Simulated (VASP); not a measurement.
Input for VASP

INCAR:
```
! general
SYSTEM  = Mo
PREC    = Accurate
ENCUT   = 500
LREAL   = .FALSE.
LASPH   = .TRUE.

! electronic loop
EDIFF   = 1E-6
NELM    = 100
ALGO    = Normal
LMAXMIX = 4

! smearing
ISMEAR  = 1
SIGMA   = 0.1

! functional
GGA     = PS

! ions
IBRION  = 2
NSW     = 40
ISIF    = 3
EDIFFG  = -0.02
PSTRESS = 200

! output
LWAVE   = .FALSE.
LCHARG  = .FALSE.
```

### KPOINTS
```
Regular mesh
0
Gamma
 17 17 17
```

File POSCAR:
```
Mo
1
   -1.5333636504     1.5333636504     1.5333636504
    1.5333636504    -1.5333636504     1.5333636504
    1.5333636504     1.5333636504    -1.5333636504
Mo
1
Direct
  0.0000000000   0.0000000000   0.0000000000
```

POTCAR, in this order: Mo_sv (PBE.64 set). Program: vasp_std.

Problem. Translate this PBEsol calculation to Quantum ESPRESSO's pw.x.

Solution. One equivalent input (not run):
```
&CONTROL
  calculation = 'vc-relax'
  pseudo_dir = './pseudo'
  outdir = './out'
  tprnfor = .true.
  tstress = .true.
  nstep = 40
  forc_conv_thr = 0.00078
/
&SYSTEM
  ibrav = 0
  nat = 1
  ntyp = 1
  ecutwfc = 80
  occupations = 'smearing'
  smearing = 'methfessel-paxton'
  degauss = 0.00735
  input_dft = 'pbesol'
/
&ELECTRONS
  conv_thr = 7.3e-08
  electron_maxstep = 100
/
&IONS
/
&CELL
  press = 200
/
ATOMIC_SPECIES
  Mo 95.950 Mo.upf
CELL_PARAMETERS angstrom
    -1.5333637    1.5333637    1.5333637
     1.5333637   -1.5333637    1.5333637
     1.5333637    1.5333637   -1.5333637
ATOMIC_POSITIONS crystal
  Mo   0.0000000  0.0000000  0.0000000
K_POINTS automatic
  17 17 17 0 0 0
```
What does not carry over: the potentials are each code's own (VASP's PAW set, PseudoDojo norm-conserving files in pw.x), so ENCUT and ecutwfc are chosen apart and not converted; conv_thr bounds pw.x's estimated SCF error, while EDIFF bounds the energy change between steps; forc_conv_thr acts on force components and is met together with etot_conv_thr.

The compound is Mo in the bcc structure. This run relaxes it under an external pressure of 20 GPa. Symmetry was kept, so distortions that lower it aren't found.
